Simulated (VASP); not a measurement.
Given:

```xyz
2
Lattice="0.0000 2.2709 2.2709 2.2709 0.0000 2.2709 2.2709 2.2709 0.0000" Properties=species:S:1:pos:R:3 pbc="T T T"
Ga     0.0000     0.0000     0.0000
N      1.1355     1.1355     1.1355
```

Level of theory: PBE GGA, VASP's PBE PAW potentials (set 64) (plane waves; VASP). Numerical set-up: 450 eV cut-off, Gaussian smearing of 0.050 eV, potentials Ga_d N.

Task: Predict the band gap (along the path) with the smallest direct gap where there is one.

Result: 
The band gap (along the path) is 1.58 eV and the smallest direct gap (along the path) comes out as 1.58 eV.

The compound is GaN in the zinc blende structure, a metastable form; wurtzite is the usual one. It was relaxed first.
